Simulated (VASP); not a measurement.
BeZn2Se3:

```
Be Zn Se
1.0
     5.88880   -3.31391   -0.02142
     5.96365    3.44350    0.01199
    -0.00516    0.03164    6.45994
Be Zn Se
2 4 6
Direct
  0.86191 0.13334 0.04402
  0.11874 0.89425 0.47449
  0.51959 0.81993 0.97763
  0.14947 0.48942 0.02727
  0.46017 0.18832 0.52053
  0.84099 0.48160 0.49488
  0.48251 0.20784 0.90540
  0.81503 0.49879 0.90432
  0.10491 0.88988 0.83221
  0.19812 0.51242 0.35470
  0.50074 0.79806 0.40928
  0.84331 0.09384 0.35966
```

The cell was built by a generator and needn't be a form met in nature.

| Quantity | Value |
| --- | --- |
| Program | VASP 6.6.1 |
| Task | relaxation of cell and atoms |
| Functional | PBE |
| Potentials or basis | VASP PAW PBE potentials, release 64 (Be, Zn, Se) |
| Cutoff | 520 eV |
| k mesh | 3 × 3 × 3 |
| Occupations | gaussian, width 0.05 eV |
| Spin | no spin polarisation |

At the start: pressure 4.9 GPa; volume 21.55 Å³/atom.

Task: Where does the relaxation end?

Result: Over 19 steps the energy falls by 326.2 meV/atom and the volume is 21.34 Å³/atom (-1.0 %); space group Cmc2_1 (No. 36, to 0.05 Å).

The path:
| step | energy change (eV) | largest force (eV/Å) | pressure (GPa) | volume (Å³) |
| --- | --- | --- | --- | --- |
| 1 | 0.0000 | 6.5168 | 4.93 | 258.66 |
| 2 | -2.2186 | 2.0249 | -4.21 | 283.61 |
| 3 | -2.3870 | 1.7982 | -3.06 | 275.40 |
| 4 | -3.1424 | 1.4108 | -0.94 | 261.82 |
| 5 | -3.4107 | 0.9258 | 2.52 | 247.32 |
| 6 | -3.7029 | 0.6744 | 1.19 | 251.94 |
| 7 | -3.7112 | 0.6893 | 1.03 | 252.89 |
| 8 | -3.8156 | 0.4541 | -0.64 | 258.91 |
| 9 | -3.8188 | 0.4035 | -0.93 | 260.36 |
| 10 | -3.8630 | 0.2510 | -0.14 | 256.63 |
| 11 | -3.8680 | 0.2135 | 0.12 | 255.24 |
| 12 | -3.8681 | 0.2264 | 0.31 | 254.74 |
| 13 | -3.8914 | 0.1518 | 0.28 | 255.12 |
| 14 | -3.9015 | 0.1945 | 0.20 | 255.60 |
| 15 | -3.9103 | 0.0859 | -0.42 | 257.54 |
| 16 | -3.9105 | 0.1034 | -0.40 | 257.22 |
| 17 | -3.9119 | 0.0674 | 0.28 | 254.87 |
| 18 | -3.9132 | 0.0607 | 0.07 | 255.91 |
| 19 | -3.9145 | 0.0271 | 0.06 | 256.03 |

Final structure:
```cif
data_structure
_symmetry_space_group_name_H-M 'P 1'
_symmetry_Int_Tables_number 1
_cell_length_a 6.7797
_cell_length_b 6.7829
_cell_length_c 6.4254
_cell_angle_alpha 90.048
_cell_angle_beta 90.014
_cell_angle_gamma 60.052
_cell_volume 256.03
loop_
_atom_site_label
_atom_site_type_symbol
_atom_site_fract_x
_atom_site_fract_y
_atom_site_fract_z
_atom_site_occupancy
Be1 Be 0.83134 0.16155 0.00226 1
Be2 Be 0.15125 0.83974 0.50230 1
Zn1 Zn 0.48345 0.83499 0.00557 1
Zn2 Zn 0.15635 0.51159 0.00541 1
Zn3 Zn 0.49987 0.16543 0.50622 1
Zn4 Zn 0.82564 0.49076 0.50480 1
Se1 Se 0.51341 0.16866 0.89171 1
Se2 Se 0.82450 0.47853 0.89024 1
Se3 Se 0.13348 0.85959 0.85692 1
Se4 Se 0.15806 0.52227 0.39112 1
Se5 Se 0.46914 0.83243 0.39082 1
Se6 Se 0.84901 0.14217 0.35701 1
```
